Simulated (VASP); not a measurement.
Consider the following.

```
CELL_PARAMETERS angstrom
      0.00000     5.14604     5.14604
      5.14604     0.00000     5.14604
      5.14604     5.14604     0.00000
ATOMIC_POSITIONS crystal
  Al 0.12500 0.12500 0.12500
  Al 0.62500 0.12500 0.12500
  Al 0.12500 0.12500 0.62500
  Al 0.12500 0.62500 0.12500
  Cd 0.75000 0.75000 0.75000
  Cd 0.50000 0.50000 0.50000
  S  0.36052 0.36052 0.91845
  S  0.88948 0.33155 0.88948
  S  0.36052 0.36052 0.36052
  S  0.33155 0.88948 0.88948
  S  0.36052 0.91845 0.36052
  S  0.88948 0.88948 0.33155
  S  0.91845 0.36052 0.36052
  S  0.88948 0.88948 0.88948
```

The numbers are results of r2SCAN meta-GGA, VASP's PBE PAW potentials (set 64) (plane waves; VASP), not measurements. Numerical set-up: LREAL = Auto, 400 eV cut-off, 4×4×4 Γ-centred mesh, tetrahedra with Blöchl corrections, potentials Al Cd S.

The cores are frozen, which limits the accuracy of field gradients.

### Question
Give the principal components of the electric field gradient (V/Å²) and the asymmetry η at each nucleus.

### Answer

```
atom   Vxx   Vyy   Vzz     η
----  ----  ----  ----  ----
Al1    2.6   2.6  -5.2  0.00
Al2    2.6   2.6  -5.2  0.00
Al3    2.6   2.6  -5.2  0.00
Al4    2.6   2.6  -5.2  0.00
Cd5    0.0   0.0   0.0     -
Cd6    0.0   0.0   0.0     -
S7    -4.8  -4.8   9.5  0.00
S8    -4.8  -4.8   9.5  0.00
S9    -4.8  -4.8   9.5  0.00
S10   -4.8  -4.8   9.5  0.00
S11   -4.8  -4.8   9.5  0.00
S12   -4.8  -4.8   9.5  0.00
S13   -4.8  -4.8   9.5  0.00
S14   -4.8  -4.8   9.5  0.00
```

The structure comes from a computed database's Al2CdS4 entry (Fd-3m); how it stands against other phases isn't given here. It was relaxed first.
